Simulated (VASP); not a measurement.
# Li6Cd3N in VASP: a series of runs

The runs below take Li6Cd3N through single point, molecular dynamics, with LDA.

Everything below comes from runs of VASP 6.6.1. Logs are shortened: lines on timing, memory, paths and dates and some standing lists are left out, and cuts for length are marked.

## 1. Starting point

The cell holds a amorphous, 10 atoms: a = 5.082 Å, b = 5.364 Å, c = 6.155 Å, α = 91.34°, β = 92.33°, γ = 102.57°.

The cell was built by a generator and needn't be a form met in nature.

## 2. Single point, LDA

File INCAR:

```
PREC = Accurate ; ENCUT = 520
EDIFF = 1E-6 ; ISMEAR = 1
SIGMA = 0.15 ; LREAL = False
LASPH = True ; NELM = 100
ALGO = Normal ; ISIF = 2
LWAVE = False ; LCHARG = False
GGA = CA ; NBANDS = 40
```

File KPOINTS:

```
regular mesh
0
Gamma
  3 3 3
```

File POSCAR:

```
Li6Cd3N
1.0
    5.0799120000     -0.0400520000     -0.1307780000
   -1.1379930000      5.2231510000     -0.4457210000
   -0.0889890000      0.3567650000      6.1441020000
Li N Cd
6 1 3
Direct
    0.9024524064      0.2491742921      0.8284755259
    0.4446485534      0.8758838625      0.4290734561
    0.6957029918      0.8715430175      0.0865514067
    0.7910624039      0.7873630474      0.6915884215
    0.5590392081      0.3722740701      0.4699310657
    0.2915421165      0.9131448608      0.8294265192
    0.7898805842      0.5047836773      0.1887038478
    0.0745474786      0.4626002954      0.4890574467
    0.1685164200      0.1274710559      0.1782289368
    0.4006712379      0.4453611792      0.8678569811
```

Potentials or basis: VASP PAW LDA potentials, release 64 (Li_sv, N, Cd).

The run is started by

```sh
$ cat potpaw_LDA.64/Li_sv/POTCAR potpaw_LDA.64/N/POTCAR potpaw_LDA.64/Cd/POTCAR > POTCAR
$ mpirun -np 1 vasp_std > vasp.out
```

OUTCAR:

```text
PREC = Accurate
   ENCUT = 520
   EDIFF = 1E-6
   ISMEAR = 1
   LREAL = False
   LASPH = True
   NELM = 100
   ISIF = 2
   GGA = CA

 ion  position               nearest neighbor table
   1  0.902  0.249  0.828-   8 2.50  10 2.52   4 2.53   9 2.67  10 2.98
   2  0.445  0.876  0.429-   4 2.47   3 2.51   5 2.60   8 2.62   9 2.63
   3  0.696  0.872  0.087-   2 2.51   9 2.53   4 2.55   6 2.59  10 2.74
   4  0.791  0.787  0.692-   2 2.47   1 2.53   3 2.55   6 2.59  10 2.68   8 2.79
   5  0.559  0.372  0.470-   7 2.18   8 2.56   2 2.60   8 2.62  10 2.66   9 2.71
   6  0.292  0.913  0.829-   9 2.57   4 2.59   3 2.59  10 2.70  10 2.79   8 3.14
   7  0.790  0.505  0.189-   5 2.18   8 2.35  10 2.70
   8  0.075  0.463  0.489-   7 2.35   1 2.50   5 2.56   5 2.62   2 2.62   9 2.72   4 2.79  10 2.82
                             6 3.14
   9  0.169  0.127  0.178-   3 2.53   6 2.57   2 2.63   1 2.67   5 2.71   8 2.72  10 2.72
  10  0.401  0.445  0.868-   1 2.52   5 2.66   4 2.68   6 2.70   7 2.70   9 2.72   3 2.74   6 2.79
                             8 2.82   1 2.98

  LATTYP: Found a triclinic cell.
 ALAT       =     5.3642335563
 B/A-ratio  =     1.2186729804
 C/A-ratio  =     1.9133264492
 COS(alpha) =     0.0135193063
 COS(beta)  =     0.6163357590
 COS(gamma) =     0.6514096928

  Lattice vectors:

 A1 = (   1.1379930000,  -5.2231510000,   0.4457210000)
 A2 = (  -3.9419190000,  -5.1830990000,   0.5764990000)
 A3 = (   6.3068940000,  -5.6199680000,  -5.8291590000)

Analysis of symmetry for initial positions (statically):
=====================================================================
 Subroutine PRICEL returns:
 Original cell was already a primitive cell.

 Routine SETGRP: Setting up the symmetry group for a
 triclinic supercell.

 Subroutine GETGRP returns: Found  1 space group operations
 (whereof  1 operations were pure point group operations)
 out of a pool of  2 trial point group operations.

The static configuration has the point symmetry C_1 .

Analysis of symmetry for dynamics (positions and initial velocities):
=====================================================================
 Subroutine PRICEL returns:
 Original cell was already a primitive cell.

 Routine SETGRP: Setting up the symmetry group for a
 triclinic supercell.

 Subroutine GETGRP returns: Found  1 space group operations
 (whereof  1 operations were pure point group operations)
 out of a pool of  2 trial point group operations.

The dynamic configuration has the point symmetry C_1 .

 Subroutine INISYM returns: Found  1 space group operations
 (whereof  1 operations are pure point group operations),
 and found     1 'primitive' translations

----------------------------------------------------------------------------------------

                                     Primitive cell

  volume of cell :     163.5408

  direct lattice vectors                    reciprocal lattice vectors
     5.079912000 -0.040052000 -0.130778000     0.197202059  0.042996045  0.000359585
    -1.137993000  5.223151000 -0.445721000     0.001219430  0.190777177 -0.011060055
    -0.088989000  0.356765000  6.144102000     0.004285934  0.014755017  0.161963022

  length of vectors
     5.081752943  5.364233556  6.155094613     0.201835183  0.191101395  0.162690197

  position of ions in fractional coordinates (direct lattice)
     0.902452406  0.249174292  0.828475526
     0.444648553  0.875883862  0.429073456
     0.695702992  0.871543018  0.086551407
     0.791062404  0.787363047  0.691588422
     0.559039208  0.372274070  0.469931066
     0.291542116  0.913144861  0.829426519
     0.789880584  0.504783677  0.188703848
     0.074547479  0.462600295  0.489057447
     0.168516420  0.127471056  0.178228937
     0.400671238  0.445361179  0.867856981

  ion indices of the primitive-cell ions
   primitive index   ion index
                 1           1
                 2           2
                 3           3
                 4           4
                 5           5
                 6           6
                 7           7
                 8           8
                 9           9
                10          10

----------------------------------------------------------------------------------------

 KPOINTS: regular mesh

Automatic generation of k-mesh.
 Grid dimensions read from file:
 generate k-points for:    3    3    3

 Generating k-lattice:

  Cartesian coordinates                     Fractional coordinates (reciprocal lattice)
     0.065734020  0.014332015  0.000119862     0.333333333 -0.000000000 -0.000000000
     0.000406477  0.063592392 -0.003686685     0.000000000  0.333333333 -0.000000000
     0.001428645  0.004918339  0.053987674     0.000000000  0.000000000  0.333333333

  Length of vectors
     0.067278394  0.063700465  0.054230066

  Shift w.r.t. Gamma in fractional coordinates (k-lattice)
     0.000000000  0.000000000  0.000000000

 Subroutine IBZKPT returns following result:
 ===========================================

 Found     14 irreducible k-points:

 Following reciprocal coordinates:
            Coordinates               Weight
  0.000000  0.000000  0.000000      1.000000
  0.333333 -0.000000 -0.000000      2.000000
 -0.000000  0.333333  0.000000      2.000000
  0.333333  0.333333  0.000000      2.000000
 -0.333333  0.333333  0.000000      2.000000
  0.000000 -0.000000  0.333333      2.000000
  0.333333 -0.000000  0.333333      2.000000
 -0.333333  0.000000  0.333333      2.000000
  0.000000  0.333333  0.333333      2.000000
  0.333333  0.333333  0.333333      2.000000
 -0.333333  0.333333  0.333333      2.000000
 -0.000000 -0.333333  0.333333      2.000000
  0.333333 -0.333333  0.333333      2.000000
 -0.333333 -0.333333  0.333333      2.000000
   k-points           NKPTS =     14   k-points in BZ     NKDIM =     14   number of bands    NBANDS=     40
   number of dos      NEDOS =    301   number of ions     NIONS =     10
   total plane-waves  NPLWV =  76800
   dimension x,y,z NGX =    40 NGY =   40 NGZ =   48
   dimension x,y,z NGXF=    80 NGYF=   80 NGZF=   96
   ions per type =               6   1   3
   NGX,Y,Z   is equivalent  to a cutoff of  13.09, 12.40, 12.96 a.u.
   NGXF,Y,Z  is equivalent  to a cutoff of  26.17, 24.79, 25.93 a.u.
 SYSTEM =  unknown system
   PREC   = accura    normal or accurate (medium, high low for compatibility)
   ISTART =      0    job   : 0-new  1-cont  2-samecut
   ICHARG =      2    charge: 1-file 2-atom 10-const
   ISPIN  =      1    spin polarized calculation?
   LNONCOLLINEAR =      F non collinear calculations
   LSORBIT =      F    spin-orbit coupling
   LASPH  =      T    aspherical Exc in radial PAW
   ENCUT  =  520.0 eV  38.22 Ry    6.18 a.u.   9.45  9.97 11.44*2*pi/ulx,y,z
   NELM   =    100;   NELMIN=  2; NELMDL= -5     # of ELM steps
   EDIFF  = 0.1E-05   stopping-criterion for ELM
   LREAL  =      F    real-space projection
   EDIFFG = 0.1E-04   stopping-criterion for IOM
   NSW    =      0    number of steps for IOM
   IBRION =     -1    ionic relax: 0-MD 1-quasi-New 2-CG
   NFREE  =      0    steps in history (QN), initial steepest desc. (CG)
   ISIF   =      2    stress and relaxation
   ISYM   =      2    0-nonsym 1-usesym 2-fastsym
   POTIM  = 0.5000    time-step for ionic-motion
   TEBEG  =    0.0;   TEEND  =   0.0 temperature during run
   PSTRESS=    0.0 pullay stress
   NELECT =      59.0000    total number of electrons
   NUPDOWN=      -1.0000    fix difference up-down
   EMIN   =  10.00;   EMAX   =-10.00  energy-range for DOS
   EFERMI =   0.00;   METHOD = LEGACY
   ISMEAR =     1;   SIGMA  =   0.15  broadening in eV -4-tet -1-fermi 0-gaus
   EFERMI_NEDOS =   21; number of points for ismear=-14 and -15
   IALGO  =     38    algorithm
   IMIX   =      4    mixing-type and parameters
     AMIX     =   0.40;   BMIX     =  1.00
     AMIX_MAG =   1.60;   BMIX_MAG =  1.00
  volume/ion in A,a.u.               =      16.35       110.36
  Fermi-wavevector in a.u.,A,eV,Ry     =   1.165423  2.202329 18.479566  1.358210
  Thomas-Fermi vector in A             =   2.301949
   LORBIT       =      0    0 simple, 1 ext, 2 COOP (PROOUT), +10 PAW based schemes
   GGA     = CA    functional components
   LHFCALC =     F    Hartree Fock is set to
   AEXX    =    0.0000 exact exchange contribution
   IVDW    =     0    specifies the selected vdW correction
   LEPSILON=     F    determine dielectric tensor
   LRPA    =     F    only Hartree local field effects (RPA)
 non-spin polarized calculation
 Methfessel and Paxton  Order N= 1 SIGMA  =   0.15
  energy-cutoff  :      520.00
  volume of cell :      163.54
 maximum number of plane-waves:      4420
 NGX is ok and might be reduce to    40
   NGX = 19   NGY = 19   NGZ = 23

 number of electron      58.9999975 magnetization

 Free energy of the ion-electron system (eV)
  ---------------------------------------------------
  ext. energy  EPLUGINS =         0.00000000
  ---------------------------------------------------
  free energy    TOTEN  =       -23.31057033 eV

  energy without entropy =      -23.30617491  energy(sigma->0) =      -23.30910519

 E-fermi :   1.9782     XC(G=0):  -9.4276

 val. band max:        1.9426006522   @ k =   0.3333  -0.0000  -0.0000
 cond. band min:       2.0166634826   @ k =   0.3333  -0.0000   0.3333
 fundamental gap:      0.0740628304
 Fermi energy:         1.9781554543

 k-point     1 :       0.0000    0.0000    0.0000
  band No.  band energies     occupation
      1     -44.2182      2.00000
      2     -43.8449      2.00000
      3     -43.5356      2.00000
      4     -43.5097      2.00000
      5     -43.1912      2.00000
      6     -42.8840      2.00000
[... 32 lines left out ...]
     39       6.8166      0.00000
[... 558 lines left out ...]
     39       7.5570      0.00000
     40       8.1912      0.00000

------------------------ aborting loop because EDIFF is reached ----------------------------------------

  FORCE on cell =-STRESS in cart. coord.  units (eV):
  Direction    XX          YY          ZZ          XY          YZ          ZX
  --------------------------------------------------------------------------------------
  -------------------------------------------------------------------------------------
  Total        2.4020952     -0.4500979      0.8545127      2.5354021      0.3442143     -0.2342940
  in kB       23.5328523     -4.4095204      8.3714927     24.8388343      3.3721994     -2.2953323
  external PRESSURE =       9.1649415 kB  Pullay stress =       0.0000000 kB

 VOLUME and BASIS-vectors are now :
 -----------------------------------------------------------------------------
  energy-cutoff  :      520.00
  volume of cell :      163.54
      direct lattice vectors                 reciprocal lattice vectors
     5.079912000 -0.040052000 -0.130778000     0.197202059  0.042996045  0.000359585
    -1.137993000  5.223151000 -0.445721000     0.001219430  0.190777177 -0.011060055
    -0.088989000  0.356765000  6.144102000     0.004285934  0.014755017  0.161963022

 POSITION                                       TOTAL-FORCE (eV/Angst)
 -----------------------------------------------------------------------------------
      4.22709      1.56090      4.86116        -0.963422      0.642701      0.607221
      1.22384      4.71014      2.18772        -0.160651     -0.068895     -0.043044
      2.53460      4.55521      0.05233         0.408540     -0.775812      0.576138
      3.06097      4.32757      3.79479         0.566038     -0.200371     -0.221812
      2.37441      2.08971      2.64826         0.292073     -0.067249     -0.888308
      0.36805      5.05373      4.65095        -0.084931     -0.046664     -0.252213
      3.42129      2.67225      0.83112        -0.537141      0.174997      0.281013
     -0.19126      2.58772      2.78888        -0.730364      0.159509     -0.731255
      0.69513      0.72264      1.01620         0.110926      0.028605      0.296474
      1.45133      2.61976      5.08130         1.098932      0.153179      0.375787
 -----------------------------------------------------------------------------------
    total drift:                               -0.000026     -0.000357      0.000997

  FREE ENERGIE OF THE ION-ELECTRON SYSTEM (eV)
  ---------------------------------------------------
  free  energy   TOTEN  =       -23.3105703307 eV

  energy  without entropy=      -23.3061749069  energy(sigma->0) =      -23.30910519
```

Run time: 88 s. Hardware: 1 thread of Intel Xeon Platinum 8488C (Sapphire Rapids), shared host; peak memory 0.25 GiB.

What came out:

```yaml
Free_energy: -23.3106 eV
Largest_force: 1.308 eV/Å
Band_gap_on_the_k_mesh: none (metal or under the smearing width)
```

Forces in eV/Å, atoms in the order of the input:
```
Li  -0.963  0.643  0.607
Li  -0.161 -0.069 -0.043
Li   0.409 -0.776  0.576
Li   0.566 -0.200 -0.222
Li   0.292 -0.067 -0.888
Li  -0.085 -0.047 -0.252
N   -0.537  0.175  0.281
Cd  -0.730  0.160 -0.731
Cd   0.111  0.029  0.296
Cd   1.099  0.153  0.376
```

Levels at points of the mesh, in eV from the Fermi level:
```
           k point  band 27  band 28  band 29  band 30  band 31  band 32
(0.00, 0.00, 0.00)    -1.71    -0.68    -0.31     0.07     0.81     1.08
```

Caveat: the k mesh is coarse (spacing up to 0.42 Å⁻¹), so the values aren't converged; the cutoff is under 1.25 times the usual one of these potentials, so pressure, stress and relaxed cells hold a basis-set (Pulay) error.

## 3. Single point, LDA

File INCAR:

```
SYSTEM = Li6Cd3N
PREC = Accurate
ENCUT = 520
EDIFF = 1E-6
ISMEAR = 1
SIGMA = 0.15
LREAL = .False.
LASPH = .True.
NELM = 100
ALGO = Fast
ISIF = 2
LWAVE = .False.
LCHARG = .True.
GGA = CA
LELF = .True.
LVHAR = .True.
NBANDS = 40
```

File KPOINTS:

```
Automatic mesh
0
Gamma
  3 3 3
  0 0 0
```

File POSCAR:

```
Li6Cd3N
1.0
    5.0799120000     -0.0400520000     -0.1307780000
   -1.1379930000      5.2231510000     -0.4457210000
   -0.0889890000      0.3567650000      6.1441020000
Li N Cd
6 1 3
Direct
    0.9248003535      0.2754351069      0.8222385878
    0.4459925664      0.8767305064      0.4287137834
    0.7140885537      0.8757872635      0.1008690689
    0.7887695981      0.8052266209      0.6971748069
    0.5685694220      0.3882185269      0.4606936086
    0.2901082621      0.9182233706      0.8385718885
    0.7799489185      0.4995504432      0.1820333196
    0.0723117980      0.4630600178      0.4830542147
    0.1665439525      0.1245497714      0.1789081193
    0.4031609967      0.4441385221      0.8731961896
```

Potentials or basis: VASP PAW LDA potentials, release 64 (Li_sv, N, Cd).

The run is started by

```sh
$ cat potpaw_LDA.64/Li_sv/POTCAR potpaw_LDA.64/N/POTCAR potpaw_LDA.64/Cd/POTCAR > POTCAR
$ mpirun -np 1 vasp_std > vasp.out
```

Wall time 4.8 min (1 thread of Intel Xeon Platinum 8488C (Sapphire Rapids), shared host); peak memory 0.24 GiB.

The run converged. Its results:

```
Free energy            : -23.3271 eV
Largest force          : 1.647 eV/Å
Band gap on the k mesh : none (metal or under the smearing width)
```

Forces on the atoms (eV/Å):
```
Li  -1.342  0.327  0.898
Li  -0.274  0.029  0.008
Li   0.103 -0.908  0.326
Li   0.600 -0.233 -0.160
Li   0.069 -0.195 -0.740
Li   0.069 -0.229 -0.350
N   -0.507  0.254  0.143
Cd  -0.531  0.328 -0.745
Cd   0.304  0.230  0.363
Cd   1.508  0.399  0.257
```

Levels at points of the mesh, in eV from the Fermi level:
```
           k point  band 27  band 28  band 29  band 30  band 31  band 32
(0.00, 0.00, 0.00)    -1.79    -0.65    -0.34     0.13     0.83     1.16
```

Caveat: the k mesh is coarse (spacing up to 0.42 Å⁻¹), so the values aren't converged; the cutoff is under 1.25 times the usual one of these potentials, so pressure, stress and relaxed cells hold a basis-set (Pulay) error.

## 4. Single point, LDA

INCAR: that of step 3 with these lines changed.

```diff
@@ -8,4 +8,4 @@
 LASPH = .True.
-NELM = 100
-ALGO = Fast
+NELM = 80
+ALGO = Normal
 ISIF = 2
```

KPOINTS is that of step 3.

File POSCAR:

```
Li6Cd3N
1.0
    5.0799120000     -0.0400520000     -0.1307780000
   -1.1379930000      5.2231510000     -0.4457210000
   -0.0889890000      0.3567650000      6.1441020000
Li N Cd
6 1 3
Direct
    0.9309862106      0.3009967099      0.8245948829
    0.4443020804      0.8776060210      0.4284008258
    0.7291217131      0.8698988589      0.1154224439
    0.7925601585      0.8183204218      0.7004904914
    0.5771129863      0.4004534172      0.4460663543
    0.2890251255      0.9205546981      0.8433109816
    0.7691828832      0.4962470069      0.1771425525
    0.0700786589      0.4636629286      0.4774888260
    0.1650792696      0.1222084311      0.1796943802
    0.4063000507      0.4433122054      0.8779660018
```

The run is started by

```sh
$ cat potpaw_LDA.64/Li_sv/POTCAR potpaw_LDA.64/N/POTCAR potpaw_LDA.64/Cd/POTCAR > POTCAR
$ mpirun -np 1 vasp_std > vasp.out
```

Run time: 69 s. Hardware: 1 thread of Intel Xeon Platinum 8488C (Sapphire Rapids), shared host; peak memory 0.25 GiB.

It converged, with:

```yaml
Free_energy: -23.4955 eV
Largest_force: 1.809 eV/Å
Band_gap_on_the_k_mesh: none (metal or under the smearing width)
```

Forces on the atoms (eV/Å):
```
Li  -1.451  0.182  1.065
Li  -0.324  0.084  0.068
Li  -0.129 -1.056  0.134
Li   0.530 -0.191 -0.114
Li  -0.177 -0.262 -0.479
Li   0.192 -0.305 -0.387
N   -0.397  0.278 -0.099
Cd  -0.324  0.368 -0.604
Cd   0.446  0.399  0.334
Cd   1.635  0.501  0.082
```

Levels at points of the mesh, in eV from the Fermi level:
| k point | band 26 | band 27 | band 28 | band 29 | band 30 | band 31 | band 32 | band 33 |
| --- | --- | --- | --- | --- | --- | --- | --- | --- |
| (0.00, 0.00, 0.00) | -1.92 | -1.86 | -0.60 | -0.38 | 0.18 | 0.85 | 1.27 | 1.61 |

Caveat: the k mesh is coarse (spacing up to 0.42 Å⁻¹), so the values aren't converged; the cutoff is under 1.25 times the usual one of these potentials, so pressure, stress and relaxed cells hold a basis-set (Pulay) error.

## 5. Molecular dynamics, LDA

File INCAR:

```
SYSTEM = Li6Cd3N
PREC = Accurate
ENCUT = 520
EDIFF = 1E-5
ISMEAR = 1
SIGMA = 0.15
LREAL = .False.
LASPH = .True.
NELM = 60
ALGO = Fast
ISIF = 2
LWAVE = .False.
LCHARG = .False.
GGA = CA
IBRION = 0
NSW = 20
POTIM = 1.0
TEBEG = 900.0
TEEND = 900.0
ISYM = 0
NELMIN = 4
RANDOM_SEED = 621 0 0
MDALGO = 1
ANDERSEN_PROB = 0.0
```

KPOINTS is that of step 4.

File POSCAR:

```
Li6Cd3N
1.0
    5.0799120000     -0.0400520000     -0.1307780000
   -1.1379930000      5.2231510000     -0.4457210000
   -0.0889890000      0.3567650000      6.1441020000
Li N Cd
6 1 3
Direct
    0.8692730000      0.2306670000      0.8418310000
    0.4408680000      0.8740700000      0.4288100000
    0.6805330000      0.8567420000      0.0778540000
    0.8001290000      0.7672570000      0.6835920000
    0.5530930000      0.3562710000      0.4694450000
    0.2917610000      0.9076380000      0.8175560000
    0.7966970000      0.5109950000      0.1971260000
    0.0762110000      0.4622780000      0.4945240000
    0.1705960000      0.1304450000      0.1777490000
    0.3990910000      0.4466730000      0.8628060000
```

The run is started by

```sh
$ cat potpaw_LDA.64/Li_sv/POTCAR potpaw_LDA.64/N/POTCAR potpaw_LDA.64/Cd/POTCAR > POTCAR
$ mpirun -np 1 vasp_std > vasp.out
```

Wall time 13 min (1 thread of Intel Xeon Platinum 8488C (Sapphire Rapids), shared host); peak memory 0.33 GiB.

The path:
```tsv
step	potential energy change (eV)	largest force (eV/Å)	pressure (GPa)	volume (Å³)	temperature (K)
1	0.0000	1.2655	0.85	163.54	894
2	0.0134	1.2485	0.80	163.54	882
3	0.0266	1.2318	0.78	163.54	871
4	0.0399	1.2194	0.79	163.54	860
5	0.0533	1.2122	0.77	163.54	848
6	0.0668	1.2081	0.78	163.54	837
7	0.0804	1.2078	0.79	163.54	825
8	0.0939	1.2124	0.81	163.54	814
9	0.1071	1.2213	0.83	163.54	802
10	0.1198	1.2335	0.86	163.54	792
11	0.1315	1.2473	0.90	163.54	782
12	0.1418	1.2636	0.94	163.54	773
13	0.1504	1.2810	0.98	163.54	766
14	0.1567	1.2992	1.03	163.54	760
15	0.1602	1.3170	1.09	163.54	758
16	0.1606	1.3336	1.15	163.54	757
17	0.1573	1.3486	1.21	163.54	760
18	0.1502	1.3605	1.28	163.54	766
19	0.1388	1.3677	1.35	163.54	776
20	0.1233	1.3706	1.43	163.54	790
```

Caveat: the k mesh is coarse (spacing up to 0.42 Å⁻¹), so the values aren't converged; the cutoff is under 1.25 times the usual one of these potentials, so pressure, stress and relaxed cells hold a basis-set (Pulay) error.
